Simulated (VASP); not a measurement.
**Cd4SSe3 (ordered alloy cell): computed properties**

Level of theory: PBEsol GGA, VASP's PBE PAW potentials (set 64) (plane waves; VASP).

```json
{
  "space_group": "R3m (160)",
  "cell": "a = 4.253 Å, b = 4.253 Å, c = 41.689 Å, α = 90.00°, β = 90.00°, γ = 120.00°",
  "volume_per_atom": "27.22 Å³/atom",
  "band gap (over mesh and band path)": "0.52 eV",
  "smallest direct gap (over mesh and band path)": "0.52 eV",
  "band_edge_character": "direct, Γ to Γ",
  "density": "5.48 g/cm³"
}
```

```
CELL_PARAMETERS angstrom
      0.00000     3.00762     3.00762
      3.00762     0.00000     3.00762
     12.03320    12.03320    -0.00273
ATOMIC_POSITIONS crystal
  Cd 0.01009 0.01009 0.99244
  Cd 0.00322 0.00322 0.24759
  Cd 0.99715 0.99715 0.50213
  Cd 0.98972 0.98972 0.75771
  Se 0.25533 0.25533 0.05850
  Se 0.24937 0.24937 0.31297
  Se 0.24264 0.24264 0.56802
  S  0.25248 0.25248 0.81064
```

The structure was generated: Cd4SSe3 was put into an ordered model structure (R3m), which need not be its known phase. It was relaxed first. Symmetry was kept, so distortions that lower it aren't found.
